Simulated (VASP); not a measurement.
Here is the system:

```
CELL_PARAMETERS angstrom
      0.00000     3.64533     3.64533
      3.64533     0.00000     3.64533
      3.64533     3.64533     0.00000
ATOMIC_POSITIONS crystal
  Eu 0.00000 0.00000 0.00000
  Ge 0.25000 0.25000 0.25000
  Ge 0.75000 0.75000 0.75000
```

All values below come from PBE GGA, VASP's PBE PAW potentials (set 64) (plane waves; VASP). Numerical set-up: 400 eV cut-off, 6×6×6 Γ-centred mesh, first-order Methfessel-Paxton smearing of 0.10 eV, potentials Eu_2 Ge_d.

The 4f electrons are frozen in the core of the lanthanide potential, so 4f levels, which can set the real gap, and their magnetism are missing. Energy and stress use the plane-wave basis of the starting cell.

Problem. The ions, cell shape and volume are relaxed. Give the cell that the relaxation ends in.

Solution. 
```
CELL_PARAMETERS angstrom
      0.00000     3.39522     3.39522
      3.39522     0.00000     3.39522
      3.39522     3.39522     0.00000
ATOMIC_POSITIONS crystal
  Eu 0.00000 0.00000 0.00000
  Ge 0.25000 0.25000 0.25000
  Ge 0.75000 0.75000 0.75000
```
Space group Fm-3m (225), at a tolerance of 0.03 Å.

Problem. How do energy and volume change from the first to the last step?

Solution. The energy (σ→0) changes by -122.0 meV/atom and the volume by -19.2 %, in 4 ionic steps.

```
step  E(σ→0) (eV)  max force (eV/Å)  pressure (GPa)  volume (Å³)
----  -----------  ----------------  --------------  -----------
1        -10.7360             0.000           -5.39        96.88
2        -11.0809             0.000           -1.65        82.43
3        -11.1016             0.000           -0.36        79.14
4        -11.1020             0.000           -0.01        78.28
```

The structure was generated: EuGe2 was put into the fluorite type (Fm-3m), which need not be its known phase. This run relaxes it. Symmetry was kept, so distortions that lower it aren't found.
